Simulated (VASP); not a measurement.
Data:

```yaml
crystal:
  lattice:
    - [4.23304, 0.00000, 0.00000]
    - [0.00000, 4.23304, 0.00000]
    - [0.00000, 0.00000, 2.69333]
  atoms:
    - { symbol: Si, position: [0.00000, 0.00000, 0.00000] }
    - { symbol: Si, position: [0.50000, 0.50000, 0.50000] }
    - { symbol: O, position: [0.30681, 0.30681, 0.00000] }
    - { symbol: O, position: [0.80681, 0.19319, 0.50000] }
    - { symbol: O, position: [0.19319, 0.80681, 0.50000] }
    - { symbol: O, position: [0.69319, 0.69319, 0.00000] }
```

Level of theory: modified Becke-Johnson potential (mBJ), VASP's PBE PAW potentials (set 64) (plane waves; VASP 6.6.1). Settings: 520 eV cut-off, 4×4×6 Γ-centred mesh, Gaussian smearing of 0.050 eV, potentials Si O.

mBJ is a potential without an energy functional, so only the levels count.

**Question.** What does the run give for the band gap (over mesh and band path) with the smallest direct gap where there is one?

**Answer.** 
The band gap (over mesh and band path) is 6.49 eV. The smallest direct gap (over mesh and band path) comes out as 6.49 eV.

The absolute energy has meaning only against runs of the same code, potentials and settings.

The compound is SiO2 in the rutile structure, stishovite, a high-pressure form. It was relaxed first. The cell's shape comes from a PBE relaxation.
